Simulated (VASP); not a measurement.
Given:

```
CELL_PARAMETERS angstrom
     -1.60849     1.60849     1.60849
      1.60849    -1.60849     1.60849
      1.60849     1.60849    -1.60849
ATOMIC_POSITIONS crystal
  Ta 0.00000 0.00000 0.00000
```

Computed with PBEsol GGA, VASP's PBE PAW potentials (set 64) (plane waves; VASP 6.6.1). Run with 520 eV cut-off, 16×16×16 Γ-centred mesh, first-order Methfessel-Paxton smearing of 0.10 eV, potentials Ta_pv.

Give the stress tensor in GPa (positive for a compressed cell).

```
13.86   0.00   0.00
 0.00  13.86   0.00
 0.00   0.00  13.86
```
The pressure is its mean diagonal, 13.86 GPa.

The compound is Ta in the bcc structure. This cell is one point of a volume scan, at 0.94 of the reference volume.
